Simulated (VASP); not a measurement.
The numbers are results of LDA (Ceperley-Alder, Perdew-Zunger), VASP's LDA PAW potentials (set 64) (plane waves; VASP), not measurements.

The input files of a VASP run:

POSCAR:
```
PbO2
5.0803740
  1.0000000000   0.0000000000   0.0000000000
  0.0000000000   1.0000000000   0.0000000000
  0.0000000000   0.0000000000   0.6824879428
Pb O
2 4
Cart
  0.0000000000   0.0000000000   0.0000000000
  0.5000000000   0.5000000000   0.3412439714
  0.3074300000   0.3074300000   0.0000000000
  0.6925700000   0.6925700000   0.0000000000
  0.1925700000   0.8074300000   0.3412439714
  0.8074300000   0.1925700000   0.3412439714
```

### INCAR
```
SYSTEM = PbO2
PREC = Accurate
ENCUT = 400
EDIFF = 1E-6
NELM = 100
ALGO = Normal
LREAL = .FALSE.
LASPH = .TRUE.
ISMEAR = -1
SIGMA = 0.3
LMAXMIX = 4
LWAVE = .FALSE.
LCHARG = .FALSE.
ISIF = 2
```

File KPOINTS:
```
Automatic
0
G
 6 6 9
```

POTCAR, in this order: Pb_d O (LDA.64 set). Program: vasp_std.

Output of the run:

### OUTCAR
```
 ion  position               nearest neighbor table
   1  0.000  0.000  0.000-   3 2.21   4 2.21   5 2.22   6 2.22   5 2.22   6 2.22   2 3.99   2 3.99
                             2 3.99   2 3.99   2 3.99   2 3.99   2 3.99   2 3.99
   2  0.500  0.500  0.500-   5 2.21   6 2.21   3 2.22   4 2.22   3 2.22   4 2.22   1 3.99   1 3.99
                             1 3.99   1 3.99   1 3.99   1 3.99   1 3.99   1 3.99
   3  0.307  0.307  0.000-   1 2.21   2 2.22   2 2.22
   4  0.693  0.693  0.000-   1 2.21   2 2.22   2 2.22
   5  0.193  0.807  0.500-   2 2.21   1 2.22   1 2.22
   6  0.807  0.193  0.500-   2 2.21   1 2.22   1 2.22
  LATTYP: Found a simple tetragonal cell.
 ALAT       =     5.0803740000
 C/A-ratio  =     0.6824879428
 Subroutine PRICEL returns:
 Original cell was already a primitive cell.
 Subroutine GETGRP returns: Found 16 space group operations
The static configuration has the point symmetry D_2h.
 The point group associated with its full space group is D_4h.
The dynamic configuration has the point symmetry D_2h.
 Subroutine INISYM returns: Found 16 space group operations
 Subroutine IBZKPT returns following result:
 Found     50 irreducible k-points:

 Following reciprocal coordinates:
            Coordinates               Weight
  0.000000  0.000000  0.000000      1.000000
  0.166667  0.000000  0.000000      4.000000
  0.333333  0.000000  0.000000      4.000000
  0.500000  0.000000  0.000000      2.000000
  0.166667  0.166667  0.000000      4.000000
  0.333333  0.166667  0.000000      8.000000
  0.500000  0.166667  0.000000      4.000000
  0.333333  0.333333  0.000000      4.000000
  0.500000  0.333333  0.000000      4.000000
  0.500000  0.500000  0.000000      1.000000
  0.000000  0.000000  0.111111      2.000000
  0.166667  0.000000  0.111111      8.000000
  0.333333  0.000000  0.111111      8.000000
  0.500000  0.000000  0.111111      4.000000
  0.166667  0.166667  0.111111      8.000000
  0.333333  0.166667  0.111111     16.000000
  0.500000  0.166667  0.111111      8.000000
  0.333333  0.333333  0.111111      8.000000
  0.500000  0.333333  0.111111      8.000000
  0.500000  0.500000  0.111111      2.000000
  0.000000  0.000000  0.222222      2.000000
  0.166667  0.000000  0.222222      8.000000
  0.333333  0.000000  0.222222      8.000000
  0.500000  0.000000  0.222222      4.000000
  0.166667  0.166667  0.222222      8.000000
  0.333333  0.166667  0.222222     16.000000
  0.500000  0.166667  0.222222      8.000000
  0.333333  0.333333  0.222222      8.000000
  0.500000  0.333333  0.222222      8.000000
  0.500000  0.500000  0.222222      2.000000
  0.000000  0.000000  0.333333      2.000000
  0.166667  0.000000  0.333333      8.000000
  0.333333  0.000000  0.333333      8.000000
  0.500000  0.000000  0.333333      4.000000
  0.166667  0.166667  0.333333      8.000000
  0.333333  0.166667  0.333333     16.000000
  0.500000  0.166667  0.333333      8.000000
  0.333333  0.333333  0.333333      8.000000
  0.500000  0.333333  0.333333      8.000000
  0.500000  0.500000  0.333333      2.000000
   k-points           NKPTS =     50   k-points in BZ     NKDIM =     50   number of bands    NBANDS=     31
   number of dos      NEDOS =    301   number of ions     NIONS =      6
   total plane-waves  NPLWV =  31104
   dimension x,y,z NGX =    36 NGY =   36 NGZ =   24
   dimension x,y,z NGXF=    72 NGYF=   72 NGZF=   48
   ions per type =               2   4
   PREC   = accura    normal or accurate (medium, high low for compatibility)
   ISTART =      0    job   : 0-new  1-cont  2-samecut
   ICHARG =      2    charge: 1-file 2-atom 10-const
   ISPIN  =      1    spin polarized calculation?
   LNONCOLLINEAR =      F non collinear calculations
...
```

**OSZICAR**
```
       N       E                     dE             d eps       ncg     rms          rms(c)
DAV:   1     0.603416779072E+03    0.60342E+03   -0.22750E+04  3116   0.166E+03
DAV:   2     0.359441893213E+02   -0.56747E+03   -0.54862E+03  3450   0.486E+02
DAV:   3    -0.391451049634E+02   -0.75089E+02   -0.73514E+02  4055   0.205E+02
DAV:   4    -0.417243644227E+02   -0.25793E+01   -0.25714E+01  3736   0.427E+01
DAV:   5    -0.418348961083E+02   -0.11053E+00   -0.11051E+00  4381   0.787E+00    0.129E+01
DAV:   6    -0.368168535555E+02    0.50180E+01   -0.23301E+01  4858   0.530E+01    0.462E+00
DAV:   7    -0.367281729005E+02    0.88681E-01   -0.16657E+00  3922   0.106E+01    0.262E+00
DAV:   8    -0.366651499790E+02    0.63023E-01   -0.47757E-01  4840   0.591E+00    0.110E+00
DAV:   9    -0.366411147242E+02    0.24035E-01   -0.10260E-01  5025   0.369E+00    0.121E-01
DAV:  10    -0.366420172236E+02   -0.90250E-03   -0.86631E-03  3479   0.586E-01    0.692E-02
DAV:  11    -0.366419954777E+02    0.21746E-04   -0.20800E-04  4576   0.119E-01    0.302E-02
DAV:  12    -0.366419886984E+02    0.67793E-05   -0.25979E-05  3705   0.356E-02    0.786E-03
DAV:  13    -0.366419886964E+02    0.20045E-08   -0.12106E-06  2399   0.107E-02
   1 F= -.36641989E+02 E0= -.36482566E+02  d E =-.318845E+00
```

OUTCAR:
```
------------------------ aborting loop because EDIFF is reached ----------------------------------------
  FORCE on cell =-STRESS in cart. coord.  units (eV):
  Direction    XX          YY          ZZ          XY          YZ          ZX
  --------------------------------------------------------------------------------------
  Total       -6.9274759     -6.9274759     -7.7460275      0.0000000      0.0000000      0.0000000
  in kB     -124.0233813   -124.0233813   -138.6780038      0.0000000      0.0000000      0.0000000
  external PRESSURE =    -128.9082555 kB  Pullay stress =       0.0000000 kB
  volume of cell :       89.49
      direct lattice vectors                 reciprocal lattice vectors
     5.080374000  0.000000000  0.000000000     0.196835902  0.000000000  0.000000000
     0.000000000  5.080374000  0.000000000     0.000000000  0.196835902  0.000000000
     0.000000000  0.000000000  3.467294000     0.000000000  0.000000000  0.288409347
 POSITION                                       TOTAL-FORCE (eV/Angst)
 -----------------------------------------------------------------------------------
      0.00000      0.00000      0.00000        -0.000000      0.000000      0.000000
      2.54019      2.54019      1.73365        -0.000000      0.000000      0.000000
      1.56186      1.56186      0.00000         0.076351      0.076351      0.000000
      3.51851      3.51851      0.00000        -0.076351     -0.076351      0.000000
      0.97833      4.10205      1.73365        -0.076351      0.076351      0.000000
      4.10205      0.97833      1.73365         0.076351     -0.076351      0.000000
 -----------------------------------------------------------------------------------
    total drift:                               -0.000000      0.000000      0.000000
  FREE ENERGIE OF THE ION-ELECTRON SYSTEM (eV)
  ---------------------------------------------------
  free  energy   TOTEN  =       -36.6419886964 eV

  energy  without entropy=      -36.3231437587  energy(sigma->0) =      -36.48256623
```
(Selected blocks of OUTCAR.)

At this cut-off the stress carries a Pulay error, which pulls relaxed volumes low.

The structure comes from a computed database's PbO2 entry; how it stands against other phases isn't given here. The cell was not relaxed at this level. The run is one of a series of settings (SIGMA = 0.3, KPOINTS 6×6×9 Γ-centred mesh against the base run), some of them coarse on purpose.
